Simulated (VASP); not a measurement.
Crystal: Y.

```xyz
2
Lattice="3.6426 0.0000 0.0000 -1.8213 3.1546 0.0000 0.0000 0.0000 5.8792" Properties=species:S:1:pos:R:3 pbc="T T T"
Y     0.0000    2.1030    1.4698
Y     1.8213    1.0515    4.4094
```

```yaml
Program: VASP 6.6.1
Task: relaxation of cell and atoms
Functional: RPBE
Potentials_or_basis: VASP PAW PBE potentials, release 64 (Y_sv)
Cutoff: 600 eV
k_mesh: 15 × 15 × 8
Occupations: gaussian, width 0.1 eV
Spin: no spin polarisation
```

At the start: pressure 0.3 GPa; volume 33.78 Å³/atom.

Problem. Where does the relaxation end?

Solution. Over 7 steps the energy falls by 6.1 meV/atom and the volume is 34.01 Å³/atom (+0.7 %); space group P6_3/mmc (No. 194, to 0.05 Å).

Step by step:
```
step  energy change (eV)  largest force (eV/Å)  pressure (GPa)  volume (Å³)
   1              0.0000                0.0000            0.31        67.56
   2             -0.0100                0.0000           -0.07        68.18
   3             -0.0116                0.0000           -0.27        68.53
   4             -0.0121                0.0000            0.04        67.94
   5             -0.0121                0.0000            0.03        68.02
   6             -0.0121                0.0000           -0.07        68.05
   7             -0.0121                0.0000            0.01        68.03
```

Final structure:
```
CELL_PARAMETERS angstrom
3.69701 0.00000 0.00000
-1.84850 3.20170 0.00000
0.00000 0.00000 5.74704
ATOMIC_POSITIONS crystal
Y 0.33333 0.66667 0.25000
Y 0.66667 0.33333 0.75000
```

Caveat: the PAW data sets were made with another functional, which shifts forces and pressure a little.
